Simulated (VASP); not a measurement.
Method: PBE GGA, VASP's PBE PAW potentials (set 64) (plane waves; VASP 6.6.1).

VASP input:

File POSCAR:
```
Ru
4.36560
  0.3165887850  -0.5483479934   0.0000000000
  0.3165887850   0.5483479934   0.0000000000
  0.0000000000   0.0000000000   1.0000000000
Ru
2
Direct
  0.3333330000   0.6666670000   0.2500000000
  0.6666670000   0.3333330000   0.7500000000
```

File KPOINTS:
```
Automatic
0
G
  14 14 8
0 0 0
```

**INCAR**
```
# general
SYSTEM   =  Ru
PREC     =  Accurate
ENCUT    =  400
LREAL    =  F
LASPH    =  T

# electronic loop
EDIFF    =  1E-6
NELM     =  100
ALGO     =  Normal
LMAXMIX  =  4

# smearing
ISMEAR   =  0
SIGMA    =  0.05

# functional
GGA      =  PE

# ions
ISIF     =  2

# output
LWAVE    =  F
LCHARG   =  F
```

POTCAR, in this order: Ru_pv (PBE.64 set). Program: vasp_std.

The resulting files:

File OUTCAR:
```
 ion  position               nearest neighbor table
   1  0.333  0.667  0.250-   2 2.70   2 2.70   2 2.70   2 2.70   2 2.70   2 2.70
   2  0.667  0.333  0.750-   1 2.70   1 2.70   1 2.70   1 2.70   1 2.70   1 2.70
  LATTYP: Found a hexagonal cell.
 ALAT       =     2.7642005013
 C/A-ratio  =     1.5793355069
 Subroutine PRICEL returns:
 Original cell was already a primitive cell.
 Subroutine GETGRP returns: Found 24 space group operations
The static configuration has the point symmetry D_3d.
 The point group associated with its full space group is D_6h.
The dynamic configuration has the point symmetry D_3d.
 Subroutine INISYM returns: Found 24 space group operations
 Subroutine IBZKPT returns following result:
 Found    120 irreducible k-points:

 Following reciprocal coordinates:
            Coordinates               Weight
  0.000000  0.000000  0.000000      1.000000
  0.071429 -0.000000  0.000000      6.000000
  0.142857 -0.000000  0.000000      6.000000
  0.214286  0.000000  0.000000      6.000000
  0.285714  0.000000  0.000000      6.000000
  0.357143  0.000000  0.000000      6.000000
  0.428571  0.000000  0.000000      6.000000
  0.500000  0.000000  0.000000      3.000000
  0.071429  0.071429  0.000000      6.000000
  0.142857  0.071429  0.000000     12.000000
  0.214286  0.071429  0.000000     12.000000
  0.285714  0.071429  0.000000     12.000000
  0.357143  0.071429  0.000000     12.000000
  0.428571  0.071429  0.000000     12.000000
  0.142857  0.142857  0.000000      6.000000
  0.214286  0.142857  0.000000     12.000000
  0.285714  0.142857  0.000000     12.000000
  0.357143  0.142857  0.000000     12.000000
  0.428571  0.142857  0.000000      6.000000
  0.214286  0.214286  0.000000      6.000000
  0.285714  0.214286  0.000000     12.000000
  0.357143  0.214286  0.000000     12.000000
  0.285714  0.285714  0.000000      6.000000
  0.357143  0.285714  0.000000      6.000000
  0.000000  0.000000  0.125000      2.000000
  0.071429 -0.000000  0.125000     12.000000
  0.142857 -0.000000  0.125000     12.000000
  0.214286  0.000000  0.125000     12.000000
  0.285714  0.000000  0.125000     12.000000
  0.357143  0.000000  0.125000     12.000000
  0.428571  0.000000  0.125000     12.000000
  0.500000  0.000000  0.125000      6.000000
  0.071429  0.071429  0.125000     12.000000
  0.142857  0.071429  0.125000     24.000000
  0.214286  0.071429  0.125000     24.000000
  0.285714  0.071429  0.125000     24.000000
  0.357143  0.071429  0.125000     24.000000
  0.428571  0.071429  0.125000     24.000000
  0.142857  0.142857  0.125000     12.000000
  0.214286  0.142857  0.125000     24.000000
   k-points           NKPTS =    120   k-points in BZ     NKDIM =    120   number of bands    NBANDS=     18
   number of dos      NEDOS =    301   number of ions     NIONS =      2
   total plane-waves  NPLWV =   9072
   dimension x,y,z NGX =    18 NGY =   18 NGZ =   28
   dimension x,y,z NGXF=    36 NGYF=   36 NGZF=   56
   ions per type =               2
   PREC   = accura    normal or accurate (medium, high low for compatibility)
   ISTART =      0    job   : 0-new  1-cont  2-samecut
   ICHARG =      2    charge: 1-file 2-atom 10-const
   ISPIN  =      1    spin polarized calculation?
   LNONCOLLINEAR =      F non collinear calculations
   LSORBIT =      F    spin-orbit coupling
   INIWAV =      1    electr: 0-lowe 1-rand  2-diag
   ENCUT  =  400.0 eV  29.40 Ry    5.42 a.u.   4.51  4.51  7.12*2*pi/ulx,y,z
   NELM   =    100;   NELMIN=  2; NELMDL= -5     # of ELM steps
   EDIFF  = 0.1E-05   stopping-criterion for ELM
   LREAL  =      F    real-space projection
...
```

### OSZICAR
```
       N       E                     dE             d eps       ncg     rms          rms(c)
DAV:   1     0.239384026562E+03    0.23938E+03   -0.15841E+04  4392   0.142E+03
DAV:   2    -0.144947719488E+02   -0.25388E+03   -0.24886E+03  4582   0.439E+02
DAV:   3    -0.197524755184E+02   -0.52577E+01   -0.51151E+01  4546   0.678E+01
DAV:   4    -0.198092593114E+02   -0.56784E-01   -0.56673E-01  5402   0.620E+00
DAV:   5    -0.198100687768E+02   -0.80947E-03   -0.80943E-03  4648   0.645E-01    0.153E+01
DAV:   6    -0.184819394380E+02    0.13281E+01   -0.38458E+00  4358   0.200E+01    0.349E+00
DAV:   7    -0.184108313119E+02    0.71108E-01   -0.22249E-01  4422   0.428E+00    0.934E-01
DAV:   8    -0.184031471446E+02    0.76842E-02   -0.58281E-03  4502   0.890E-01    0.223E-01
DAV:   9    -0.184030059322E+02    0.14121E-03   -0.59698E-04  5396   0.264E-01    0.443E-02
DAV:  10    -0.184030153826E+02   -0.94504E-05   -0.23803E-05  4758   0.457E-02    0.155E-02
DAV:  11    -0.184030188890E+02   -0.35064E-05   -0.29173E-06  3792   0.156E-02    0.267E-03
DAV:  12    -0.184030188346E+02    0.54361E-07   -0.10797E-07  2196   0.262E-03
   1 F= -.18403019E+02 E0= -.18401337E+02  d E =-.336308E-02
```

File OUTCAR:
```
------------------------ aborting loop because EDIFF is reached ----------------------------------------
  FORCE on cell =-STRESS in cart. coord.  units (eV):
  Direction    XX          YY          ZZ          XY          YZ          ZX
  --------------------------------------------------------------------------------------
  Total       -2.4624622     -2.4624634     -2.7903875      0.0000000      0.0000000      0.0000000
  in kB     -136.5735353   -136.5736013   -154.7609914      0.0000000      0.0000000      0.0000000
  external PRESSURE =    -142.6360427 kB  Pullay stress =       0.0000000 kB
  volume of cell :       28.89
      direct lattice vectors                 reciprocal lattice vectors
     1.382100000 -2.393868000  0.000000000     0.361768324 -0.208866988  0.000000000
     1.382100000  2.393868000  0.000000000     0.361768324  0.208866988  0.000000000
     0.000000000  0.000000000  4.365600000     0.000000000  0.000000000  0.229063588
 POSITION                                       TOTAL-FORCE (eV/Angst)
 -----------------------------------------------------------------------------------
      1.38210      0.79796      1.09140        -0.000000      0.000000      0.000000
      1.38210     -0.79796      3.27420         0.000000     -0.000000      0.000000
 -----------------------------------------------------------------------------------
    total drift:                               -0.000000      0.000536     -0.000045
  FREE ENERGIE OF THE ION-ELECTRON SYSTEM (eV)
  ---------------------------------------------------
  free  energy   TOTEN  =       -18.4030188346 eV

  energy  without entropy=      -18.3996557505  energy(sigma->0) =      -18.40133729
```
(Selected blocks of OUTCAR.)

The compound is Ru in the hcp structure. The cell was not relaxed at this level. The run is one of a series of settings (ISMEAR = 0, SIGMA = 0.05 against the base run), some of them coarse on purpose.
